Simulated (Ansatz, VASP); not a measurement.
**SiC (Moissanite 3C) in two plane-wave programs**

Aim: how closely do two programs agree when they are given the same cell, functional and k mesh? The cell is taken from a series of runs on this material, whose earlier steps may have relaxed, scaled, displaced or heated it; both programs get it as it stands.

Main program and level: Ansatz 0.2.0; plane waves, with VASP 6.6.1 beside it; zone-centre phonons at PBE.

## (1) Set-up

The structure is cubic, space group F-43m (No. 216). Conventional cell: a = 4.409 Å, b = 4.409 Å, c = 4.409 Å, α = 90.00°, β = 90.00°, γ = 90.00°. C has 4 Si at 1.91 Å nearest. Nearest to Si lie 4 C at 1.91 Å. Farther neighbours are not listed.

As a file:

```xyz
2
Lattice="0.0000 2.2044 2.2044 2.2044 0.0000 2.2044 2.2044 2.2044 0.0000" Properties=species:S:1:pos:R:3 pbc="T T T"
C     3.3065    3.3065    3.3065
Si    0.0000    0.0000    0.0000
```

## (2) VASP: zone-centre phonons, PBE, pair 1

Second derivatives magnify differences that forces hide, and they need a tight electronic threshold.

Lines of VASP's logs that name or quote its potential files are left out, and so is its time.

INCAR

```
SYSTEM = SiC
PREC = Accurate
ENCUT = 600
EDIFF = 1E-08
NELM = 120
ISMEAR = 0
SIGMA = 0.01
LREAL = .FALSE.
ALGO = Normal
GGA = PE
NBANDS = 10
LORBIT = 11
LWAVE = .FALSE.
LCHARG = .FALSE.
ISIF = 2
IBRION = 8
LEPSILON = .TRUE.
LASPH = .TRUE.
GGA_COMPAT = .FALSE.
EFERMI = MIDGAP
KPAR = 2
```

POSCAR

```
SiC
1.0
    0.0000000000      2.2043591585      2.2043591585
    2.2043591585      0.0000000000      2.2043591585
    2.2043591585      2.2043591585      0.0000000000
C Si
1 1
Direct
    0.7500000000      0.7500000000      0.7500000000
    0.0000000000      0.0000000000      0.0000000000
```

KPOINTS

```
Automatic mesh
0
Gamma
12 12 12
0 0 0
```

Potentials, in the order of the species: C and Si (PBE family, release 64).

Command:

```sh
$ mpirun -np 2 vasp_std
```

Numbers of over 12 decimals in the logs are rounded to 6 here.

What it wrote:

```text
[banner, memory and clock lines left out]
running    2 mpi-ranks, on    1 nodes
 distrk:  each k-point on    1 cores,    2 groups
 distr:  one band on    1 cores,    1 groups

 POSCAR found type information on POSCAR C Si
 POSCAR found :  2 types and       2 ions
 LDA part: xc-table for (Slater+PW92), standard interpolation
 POSCAR, INCAR and KPOINTS ok, starting setup
 FFT: planning ... GRIDC
 FFT: planning ... GRID_SOFT
 FFT: planning ... GRID
 WAVECAR not read
 entering main loop
       N       E                     dE             d eps       ncg     rms          rms(c)
DAV:   1     0.596486275952E+01    0.59649E+01   -0.44236E+03  1474   0.764E+02
DAV:   2    -0.160088002311E+02   -0.21974E+02   -0.20857E+02  1898   0.115E+02
DAV:   3    -0.168127242264E+02   -0.80392E+00   -0.80161E+00  1728   0.193E+01
DAV:   4    -0.168165577153E+02   -0.38335E-02   -0.38332E-02  1662   0.161E+00
DAV:   5    -0.168165757019E+02   -0.17987E-04   -0.17986E-04  1662   0.106E-01    0.845E+00
DAV:   6    -0.151044224599E+02    0.17122E+01   -0.67019E+00  1508   0.123E+01    0.370E+00
DAV:   7    -0.150640455191E+02    0.40377E-01   -0.33138E-01  1692   0.360E+00    0.171E+00
DAV:   8    -0.150566039951E+02    0.74415E-02   -0.19998E-02  1504   0.102E+00    0.164E-01
DAV:   9    -0.150567425491E+02   -0.13855E-03   -0.15296E-03  1902   0.235E-01    0.111E-01
DAV:  10    -0.150568560183E+02   -0.11347E-03   -0.22798E-04  1600   0.995E-02    0.246E-02
DAV:  11    -0.150568584146E+02   -0.23963E-05   -0.42704E-05  1638   0.359E-02    0.600E-03
DAV:  12    -0.150568588475E+02   -0.43290E-06   -0.17172E-06  1548   0.886E-03    0.995E-04
DAV:  13    -0.150568588883E+02   -0.40774E-07   -0.87748E-08  1610   0.225E-03    0.109E-03
DAV:  14    -0.150568588688E+02    0.19500E-07   -0.61626E-09  1130   0.572E-04    0.328E-04
DAV:  15    -0.150568588707E+02   -0.19597E-08   -0.75691E-10   746   0.202E-04
   1 F= -.15056859E+02 E0= -.15056859E+02  d E =0.000000E+00
 Linear response reoptimize wavefunctions to high precision
DAV:   1    -0.150568588712E+02   -0.51512E-09   -0.48964E-11   856   0.596E-05
DAV:   2    -0.150568588712E+02    0.17849E-10   -0.35192E-12   742   0.171E-05
 Linear response G [H, r] |phi>, progress :
  Direction:   1
       N       E                     dE             d eps       ncg     rms
RMM:   1    -0.411942419862E+02   -0.41194E+02   -0.45175E+01  3701   0.442E+01
RMM:   2    -0.324566475595E+02    0.87376E+01   -0.24155E+00  2312   0.114E+01
RMM:   3    -0.324612852459E+02   -0.46377E-02   -0.34469E-02  2384   0.113E+00
RMM:   4    -0.324603392746E+02    0.94597E-03   -0.13767E-03  2516   0.134E-01
RMM:   5    -0.324602469332E+02    0.92341E-04   -0.12119E-04  2482   0.178E-02
RMM:   6    -0.324602366129E+02    0.10320E-04   -0.10902E-05  2609   0.253E-03
RMM:   7    -0.324602355866E+02    0.10263E-05   -0.98153E-07  2440   0.430E-04
RMM:   8    -0.324602352720E+02    0.31456E-06    0.80970E-07  2079   0.124E-04
RMM:   9    -0.324602352049E+02    0.67111E-07    0.66600E-07  1827   0.887E-05
RMM:  10    -0.324602351633E+02    0.41634E-07    0.78519E-06  1580   0.874E-05
RMM:  11    -0.324602351261E+02    0.37203E-07    0.14379E-05  1311   0.880E-05
RMM:  12    -0.324602351744E+02   -0.48344E-07    0.69276E-06   981   0.887E-05
 Linear response G [H, r] |phi>, progress :
  Direction:   2
       N       E                     dE             d eps       ncg     rms
RMM:   1    -0.387243346469E+02   -0.38724E+02   -0.53188E+01  3710   0.418E+01
RMM:   2    -0.326610958914E+02    0.60632E+01   -0.17215E+00  2292   0.989E+00
RMM:   3    -0.326650576590E+02   -0.39618E-02   -0.22828E-02  2366   0.944E-01
RMM:   4    -0.326643880453E+02    0.66961E-03   -0.11972E-03  2497   0.109E-01
RMM:   5    -0.326642998053E+02    0.88240E-04   -0.10482E-04  2484   0.143E-02
RMM:   6    -0.326642899913E+02    0.98141E-05   -0.18552E-06  2596   0.205E-03
RMM:   7    -0.326642890700E+02    0.92130E-06    0.77494E-06  2407   0.350E-04
RMM:   8    -0.326642890630E+02    0.69247E-08    0.90386E-06  2056   0.103E-04
RMM:   9    -0.326642891012E+02   -0.38210E-07    0.12548E-05  1822   0.769E-05
RMM:  10    -0.326642891823E+02   -0.81056E-07    0.20034E-05  1584   0.761E-05
RMM:  11    -0.326642892813E+02   -0.98971E-07    0.15756E-05  1301   0.765E-05
RMM:  12    -0.326642894115E+02   -0.13025E-06    0.14399E-05   985   0.771E-05
 Linear response G [H, r] |phi>, progress :
  Direction:   3
       N       E                     dE             d eps       ncg     rms
RMM:   1    -0.257008377524E+02   -0.25701E+02    0.89061E+01  3521   0.429E+01
RMM:   2    -0.222948875677E+02    0.34060E+01   -0.22578E+00  2288   0.108E+01
RMM:   3    -0.222916868367E+02    0.32007E-02   -0.29989E-02  2332   0.111E+00
RMM:   4    -0.222912573896E+02    0.42945E-03   -0.41187E-04  2481   0.135E-01
RMM:   5    -0.222912545635E+02    0.28260E-05   -0.13701E-05  2447   0.188E-02
RMM:   6    -0.222912541980E+02    0.36548E-06   -0.14830E-06  2525   0.281E-03
RMM:   7    -0.222912541130E+02    0.85046E-07   -0.11414E-06  2341   0.491E-04
RMM:   8    -0.222912540760E+02    0.36930E-07   -0.19010E-06  2056   0.137E-04
RMM:   9    -0.222912540678E+02    0.82139E-08   -0.18790E-08  1705   0.890E-05
 Linear response to external field (no local field effect), progress :
  Direction:   1
[...]
Linear response to external field, progress :
  Direction:   1
       N       E                     dE             d eps       ncg     rms          rms(c)
RMM:   1    -0.364004705019E+00   -0.36400E+00   -0.14641E+00 12854   0.258E+00
RMM:   2    -0.373127423171E+00   -0.91227E-02   -0.27893E-03  8950   0.376E-01    0.893E-01
RMM:   3    -0.367245344833E+00    0.58821E-02   -0.46859E-03  9035   0.420E-01    0.531E-01
RMM:   4    -0.383938871172E+00   -0.16694E-01   -0.60557E-03  9031   0.491E-01    0.874E-02
RMM:   5    -0.387870986708E+00   -0.39321E-02   -0.16880E-04  9065   0.960E-02    0.129E-02
RMM:   6    -0.388074597567E+00   -0.20361E-03   -0.24030E-06  9440   0.121E-02    0.599E-03
RMM:   7    -0.388216289121E+00   -0.14169E-03   -0.77820E-07  9162   0.718E-03    0.519E-04
RMM:   8    -0.388221568658E+00   -0.52795E-05   -0.72237E-09  9844   0.643E-04    0.203E-04
RMM:   9    -0.388220946257E+00    0.62240E-06   -0.13860E-09  9327   0.349E-04    0.324E-05
RMM:  10    -0.388221218866E+00   -0.27261E-06    0.20640E-10  6221   0.335E-05    0.776E-06
 change of polarisation eV/A/(eV/A) component  1 :     0.719     0.182     0.108
 dielectric tensor                  component  1 :     7.070     1.535     0.916
 Linear response to external field, progress :
  Direction:   2
       N       E                     dE             d eps       ncg     rms          rms(c)
RMM:   1    -0.364004610859E+00   -0.36400E+00   -0.14641E+00 12854   0.258E+00
RMM:   2    -0.373127418111E+00   -0.91228E-02   -0.27895E-03  8949   0.376E-01    0.893E-01
RMM:   3    -0.367245599329E+00    0.58818E-02   -0.46856E-03  9033   0.419E-01    0.531E-01
RMM:   4    -0.383939153371E+00   -0.16694E-01   -0.60557E-03  9030   0.491E-01    0.874E-02
RMM:   5    -0.387871029894E+00   -0.39319E-02   -0.16875E-04  9064   0.960E-02    0.129E-02
RMM:   6    -0.388074705698E+00   -0.20368E-03   -0.24012E-06  9432   0.121E-02    0.599E-03
RMM:   7    -0.388216393923E+00   -0.14169E-03   -0.77567E-07  9162   0.718E-03    0.517E-04
RMM:   8    -0.388221700825E+00   -0.53069E-05   -0.62690E-09  9839   0.642E-04    0.205E-04
RMM:   9    -0.388221083475E+00    0.61735E-06   -0.12517E-09  9331   0.351E-04    0.350E-05
RMM:  10    -0.388221341588E+00   -0.25811E-06    0.21978E-10  6151   0.320E-05    0.977E-06
 change of polarisation eV/A/(eV/A) component  2 :     0.133     0.719     0.135
 dielectric tensor                  component  2 :     1.123     7.070     1.140
 Linear response to external field, progress :
  Direction:   3
       N       E                     dE             d eps       ncg     rms          rms(c)
RMM:   1    -0.364004828152E+00   -0.36400E+00   -0.14641E+00 12855   0.258E+00
RMM:   2    -0.373127423322E+00   -0.91226E-02   -0.27894E-03  8950   0.376E-01    0.893E-01
RMM:   3    -0.367245574407E+00    0.58818E-02   -0.46855E-03  9035   0.419E-01    0.531E-01
RMM:   4    -0.383939162738E+00   -0.16694E-01   -0.60556E-03  9030   0.491E-01    0.874E-02
RMM:   5    -0.387871029325E+00   -0.39319E-02   -0.16875E-04  9064   0.960E-02    0.129E-02
RMM:   6    -0.388074702278E+00   -0.20367E-03   -0.24006E-06  9438   0.121E-02    0.599E-03
RMM:   7    -0.388216395273E+00   -0.14169E-03   -0.77537E-07  9164   0.718E-03    0.517E-04
RMM:   8    -0.388221702493E+00   -0.53072E-05   -0.62220E-09  9850   0.642E-04    0.205E-04
RMM:   9    -0.388221084705E+00    0.61779E-06   -0.13634E-09  9333   0.351E-04    0.350E-05
RMM:  10    -0.388221342312E+00   -0.25761E-06    0.28073E-10  6177   0.320E-05    0.975E-06
 change of polarisation eV/A/(eV/A) component  3 :     0.112     0.178     0.719
 dielectric tensor                  component  3 :     0.945     1.506     7.070
 Linear response DOF=           2
 Linear response progress:
  Degree of freedom:   1/  2
       N       E                     dE             d eps       ncg     rms          rms(c)
RMM:   1    -0.125105636716E+00   -0.12511E+00    0.67418E-02 12306   0.206E+00
RMM:   2    -0.122696360975E+00    0.24093E-02   -0.24148E-03  8589   0.391E-01    0.188E-01
RMM:   3    -0.122914816062E+00   -0.21846E-03   -0.65052E-04  8446   0.158E-01    0.943E-02
RMM:   4    -0.123980578484E+00   -0.10658E-02   -0.50588E-04  8392   0.135E-01    0.192E-02
RMM:   5    -0.123965839182E+00    0.14739E-04   -0.10062E-05  8994   0.227E-02    0.177E-03
RMM:   6    -0.123971047976E+00   -0.52088E-05   -0.23457E-07  9324   0.233E-03    0.971E-04
RMM:   7    -0.123965932562E+00    0.51154E-05   -0.15097E-07  9161   0.891E-04    0.737E-05
RMM:   8    -0.123966828758E+00   -0.89620E-06    0.70474E-10  9548   0.127E-04    0.341E-05
RMM:   9    -0.123966776094E+00    0.52664E-07    0.11180E-08  9448   0.600E-05    0.493E-06
RMM:  10    -0.123966755883E+00    0.20211E-07   -0.66952E-11  9903   0.106E-05    0.301E-06
RMM:  11    -0.123966768509E+00   -0.12626E-07   -0.72325E-09  8395   0.991E-06    0.254E-07
RMM:  12    -0.123966767240E+00    0.12689E-08    0.63025E-09  6068   0.512E-06    0.824E-08
 first order change of Fermi-energy  -0.15777E+01
 force on displaced ion       1 direction 1 : -17.764  -0.000  -0.000
 Born effective charge ion    1 direction 1 :  -2.670   0.000   0.000
 Linear response progress:
  Degree of freedom:   2/  2
       N       E                     dE             d eps       ncg     rms          rms(c)
RMM:   1    -0.158743230416E-01   -0.15874E-01   -0.48605E-03 13414   0.857E-01
RMM:   2    -0.138968427473E-01    0.19775E-02   -0.52385E-04  8616   0.193E-01    0.120E-01
RMM:   3    -0.138119774763E-01    0.84865E-04   -0.14121E-04  8775   0.466E-02    0.695E-02
RMM:   4    -0.138368917540E-01   -0.24914E-04   -0.16686E-04  8772   0.520E-02    0.833E-03
RMM:   5    -0.138030361944E-01    0.33856E-04   -0.16162E-05  8987   0.108E-02    0.178E-03
RMM:   6    -0.137974179568E-01    0.56182E-05   -0.26141E-06  9120   0.146E-03    0.712E-04
RMM:   7    -0.137956167311E-01    0.18012E-05   -0.69112E-07  9160   0.405E-04    0.954E-05
RMM:   8    -0.137956063207E-01    0.10410E-07    0.21365E-09  9330   0.974E-05    0.163E-05
RMM:   9    -0.137956294135E-01   -0.23093E-07    0.31088E-08  9526   0.317E-05    0.994E-06
RMM:  10    -0.137956017952E-01    0.27618E-07    0.49428E-08  9519   0.833E-06    0.791E-07
RMM:  11    -0.137956029840E-01   -0.11888E-08    0.17210E-08  7239   0.307E-06    0.242E-07
 first order change of Fermi-energy   0.15780E+01
 force on displaced ion       2 direction 1 : -17.765  -0.000  -0.000
 Born effective charge ion    2 direction 1 :   2.668   0.000   0.000
 Born effective charges drift removed
 Linear response finished
```

OUTCAR, selected parts (step 2):

```text
ion  position               nearest neighbor table
   1  0.750  0.750  0.750-   2 1.91   2 1.91   2 1.91   2 1.91
   2  0.000  0.000  0.000-   1 1.91   1 1.91   1 1.91   1 1.91

  LATTYP: Found a face centered cubic cell.
 ALAT       =     4.4087183170

 Subroutine GETGRP returns: Found 24 space group operations
 (whereof 24 operations were pure point group operations)

The static configuration has the point symmetry T_d .

 Found     72 irreducible k-points:

   k-points           NKPTS =     72   k-points in BZ     NKDIM =     72   number of bands    NBANDS=     10

   dimension x,y,z NGX =    28 NGY =   28 NGZ =   28
   dimension x,y,z NGXF=    56 NGYF=   56 NGZF=   56

   ENCUT  =  600.0 eV  44.10 Ry    6.64 a.u.   6.23  6.23  6.23*2*pi/ulx,y,z

   NELECT =       8.0000    total number of electrons

 k-points in reciprocal lattice and weights: Automatic mesh
   0.00000000  0.00000000  0.00000000       0.001
   0.08333333  0.00000000  0.00000000       0.005
   0.16666667  0.00000000  0.00000000       0.005
   0.25000000  0.00000000  0.00000000       0.005
   0.33333333  0.00000000  0.00000000       0.005
   0.41666667  0.00000000  0.00000000       0.005
   0.50000000  0.00000000  0.00000000       0.002
   0.08333333  0.08333333  0.00000000       0.003
   0.16666667  0.08333333  0.00000000       0.014
[...]
-0.33333333  0.50000000  0.16666667       0.007
  -0.25000000  0.50000000  0.25000000       0.003

 average (electrostatic) potential at core
       1 -45.2760       2 -80.8493

  Total       -0.5642800     -0.5642800     -0.5642800      0.0000000     -0.0000000     -0.0000000
  in kB      -42.2015246    -42.2015246    -42.2015246      0.0000000     -0.0000000     -0.0000000
  external PRESSURE =     -42.2015246 kB  Pullay stress =       0.0000000 kB

  energy-cutoff  :      600.00
  volume of cell :       21.42
      direct lattice vectors                 reciprocal lattice vectors
     0.000000000  2.204359158  2.204359158    -0.226823292  0.226823292  0.226823292
     2.204359158  0.000000000  2.204359158     0.226823292 -0.226823292  0.226823292
     2.204359158  2.204359158  0.000000000     0.226823292  0.226823292 -0.226823292

 POSITION                                       TOTAL-FORCE (eV/Angst)
 -----------------------------------------------------------------------------------
      3.30654      3.30654      3.30654        -0.000000      0.000000      0.000000
      0.00000      0.00000      0.00000         0.000000      0.000000     -0.000000
 -----------------------------------------------------------------------------------
    total drift:                                0.000000      0.000000      0.000000

 MACROSCOPIC STATIC DIELECTRIC TENSOR (including local field effects in DFT)
 ------------------------------------------------------
           7.069878     0.000000     0.000000
          -0.000000     7.069878     0.000000
           0.000000    -0.000000     7.069878
 ------------------------------------------------------

 PIEZOELECTRIC TENSOR (including local field effects)  for field in x, y, z        (C/m^2)
          XX          YY          ZZ          XY          YZ          ZX
  --------------------------------------------------------------------------------
  x     0.00000    -0.00000    -0.00000     0.00000     0.97667     0.00000
  y     0.00000     0.00000    -0.00000     0.00000     0.00000     0.97667
  z    -0.00000     0.00000    -0.00000     0.97667     0.00000     0.00000

 BORN EFFECTIVE CHARGES (including local field effects) (in |e|, cummulative output)
 ---------------------------------------------------------------------------------
 ion    1
    1    -2.66948     0.00000    -0.00000
    2     0.00000    -2.66948     0.00000
    3     0.00000     0.00000    -2.66948
 ion    2
    1     2.66948    -0.00000     0.00000
    2    -0.00000     2.66948    -0.00000
    3    -0.00000    -0.00000     2.66948

 Eigenvectors and eigenvalues of the dynamical matrix
 ----------------------------------------------------

   1 f  =   22.716879 THz   142.734358 2PiTHz  757.753509 cm-1    93.949419 meV
             X         Y         Z           dx          dy          dz
      3.306539  3.306539  3.306539     0.836917   -0.000000    0.000000
      0.000000  0.000000  0.000000    -0.547330    0.000000    0.000000

   2 f  =   22.716879 THz   142.734358 2PiTHz  757.753509 cm-1    93.949419 meV
             X         Y         Z           dx          dy          dz
      3.306539  3.306539  3.306539     0.000000    0.836917    0.000000
      0.000000  0.000000  0.000000     0.000000   -0.547330    0.000000

   3 f  =   22.716879 THz   142.734358 2PiTHz  757.753509 cm-1    93.949419 meV
             X         Y         Z           dx          dy          dz
      3.306539  3.306539  3.306539     0.000000    0.000000   -0.836917
      0.000000  0.000000  0.000000    -0.000000    0.000000    0.547330

   4 f/i=    0.000348 THz     0.002186 2PiTHz    0.011606 cm-1     0.001439 meV
             X         Y         Z           dx          dy          dz
      3.306539  3.306539  3.306539    -0.002365   -0.390361    0.383645
      0.000000  0.000000  0.000000    -0.003616   -0.596897    0.586627

   5 f/i=    0.000348 THz     0.002186 2PiTHz    0.011606 cm-1     0.001439 meV
             X         Y         Z           dx          dy          dz
      3.306539  3.306539  3.306539    -0.291401   -0.323855   -0.331320
      0.000000  0.000000  0.000000    -0.445579   -0.495204   -0.506619

   6 f/i=    0.000348 THz     0.002186 2PiTHz    0.011606 cm-1     0.001439 meV
             X         Y         Z           dx          dy          dz
      3.306539  3.306539  3.306539     0.463303   -0.205686   -0.206431
      0.000000  0.000000  0.000000     0.708432   -0.314512   -0.315652

 MACROSCOPIC STATIC DIELECTRIC TENSOR IONIC CONTRIBUTION
 ------------------------------------------------------
           3.388342     0.000000     0.000000
           0.000000     3.388342     0.000000
           0.000000    -0.000000     3.388342
 ------------------------------------------------------

 ELASTIC MODULI CONTR FROM IONIC RELAXATION (kBar)
 Direction    XX          YY          ZZ          XY          YZ          ZX
 --------------------------------------------------------------------------------
 XX          -0.0000     -0.0000      0.0000     -0.0000      0.0000     -0.0000
 YY          -0.0000     -0.0000     -0.0000     -0.0000     -0.0000     -0.0000
 ZZ           0.0000     -0.0000     -0.0000      0.0000     -0.0000     -0.0000
 XY          -0.0000     -0.0000      0.0000   -160.0716     -0.0000     -0.0000
 YZ           0.0000     -0.0000     -0.0000     -0.0000   -160.0716     -0.0000
 ZX          -0.0000     -0.0000     -0.0000      0.0000     -0.0000   -160.0716
 --------------------------------------------------------------------------------

 PIEZOELECTRIC TENSOR IONIC CONTR  for field in x, y, z        (C/m^2)
          XX          YY          ZZ          XY          YZ          ZX
  --------------------------------------------------------------------------------
  x     0.00000    -0.00000    -0.00000    -0.00000    -0.69298    -0.00000
  y    -0.00000    -0.00000    -0.00000     0.00000    -0.00000    -0.69298
  z    -0.00000    -0.00000     0.00000    -0.69298    -0.00000    -0.00000
```

(Part 1 of 3 ends here.)

[Lines on the potential files, build, host, timing and source positions are cut from VASP's logs without a mark.]

[Logs are printed without paths, hosts, clocks, repeated set-up lines and the standing remarks that a program may print on its own settings, such as how far it seeks lower states.]

[Hosts, paths, dates, database ids (printed as entryN), source tags and the programs' standing remarks are cut or masked in the printed files.]
